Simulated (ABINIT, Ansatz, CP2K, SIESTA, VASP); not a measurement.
SiSe: 6 runs at one level of theory

```xyz
2
Lattice="3.5952 0.0000 0.0000 -1.7976 3.1135 0.0000 0.0000 0.0000 3.5987" Properties=species:S:1:pos:R:3 pbc="T T T"
Si    1.7976    1.0378    1.7994
Se    0.0000    0.0000    0.0000
```

The cell comes from a database or a generator and needn't be the stable form of this composition.

Alike in all runs: task single point; functional PBE; k mesh 9 × 9 × 7; occupations fermi-dirac, width 0.05 eV; no spin polarisation; no spin-orbit coupling. Pressure is positive in compression and, in plane waves, holds the error of the finite cutoff, which Ansatz's Pulay term estimates and takes out.

```
                                                                                   program and potentials  plane-wave cutoff (eV)                                                  notes  pressure (GPa)
SIESTA, files PseudoDojo sr-pbe-0.4.1-standard, DZP (energy shift 0.003 Ry; two zetas on semicore shells)                       -  atomic basis; 10 valence electrons an atom on average            3.44
                                                                       VASP, PBE PAW files Se, Si, 520 eV                     520                 5 valence electrons an atom on average            0.39
                                                           Ansatz, all-electron LAPW, scalar-relativistic                       -                                                      -            0.36
                              CP2K, POTENTIAL_UZH Si GTH-PBE-q4, Se GTH-PBE-q6; TZVP-MOLOPT-PBE-GTH basis                       -   atomic basis; 5 valence electrons an atom on average            0.81
                                                                                 ABINIT, JTH PAW PBE v2.0                     408                 5 valence electrons an atom on average            0.26
                                                                    Ansatz, Ansatz PAW (earlier soft set)                     420                10 valence electrons an atom on average            0.34
```

The pressure spans 0.26 (ABINIT, JTH PAW PBE v2.0) to 3.44 GPa (SIESTA, files PseudoDojo sr-pbe-0.4.1-standard, DZP (energy shift 0.003 Ry; two zetas on semicore shells)), with all-electron results at 0.36. The pressure on the cell as given of SIESTA, files PseudoDojo sr-pbe-0.4.1-standard, DZP (energy shift 0.003 Ry; two zetas on semicore shells) lies far from the others; the cause wasn't traced. Rows in atomic bases carry the error of their basis and grid, which can be large.

Differences between rows come from potentials, basis sets and numerical settings, since the functional is the same but for its coding. Runs on potential files found faulty are left out.
